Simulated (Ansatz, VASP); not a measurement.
**Sc12C (a cell with a defect) in VASP and in Ansatz**

```
CELL_PARAMETERS angstrom
6.62000 0.00000 0.00000
-4.96500 8.59963 0.00000
0.00000 0.00000 5.27614
ATOMIC_POSITIONS crystal
Sc 0.99839 0.99574 0.00163
Sc 0.17312 0.22964 0.50812
Sc 0.00857 0.33594 0.98720
Sc 0.16764 0.55093 0.51337
Sc 0.00418 0.67195 0.00790
Sc 0.16993 0.89130 0.50525
Sc 0.49583 0.99742 0.99463
Sc 0.66158 0.21678 0.49192
Sc 0.49810 0.33779 0.98634
Sc 0.65720 0.55280 0.51257
Sc 0.49267 0.65911 0.99161
Sc 0.66735 0.89299 0.49808
C 0.33288 0.44438 0.74987
```

Alike in both runs: functional PBEsol; k mesh 3 × 2 × 3; occupations gaussian, width 0.1 eV; no spin polarisation.

Ansatz relaxed the structure, and its values are those at the end. VASP's run is a single point on that final structure, the one shown.

```csv
,VASP,Ansatz
version,VASP 6.6.1,Ansatz 0.2.0
potentials or method,"VASP PAW PBE potentials, release 64 (Sc_sv, C)","scalar-relativistic, plane waves, PAW"
plane-wave cutoff (eV),520,420
valence electrons in the cell,136,136
```

|  | VASP | Ansatz | Ansatz less VASP |
| --- | --- | --- | --- |
| rms of the force components (eV/Å) | 0.011 | 0.002 | -0.0091 |

Caveats: the k mesh is coarse (spacing up to 0.40 Å⁻¹), so the values aren't converged; the PAW data sets were made with another functional, which shifts forces and pressure a little (VASP).
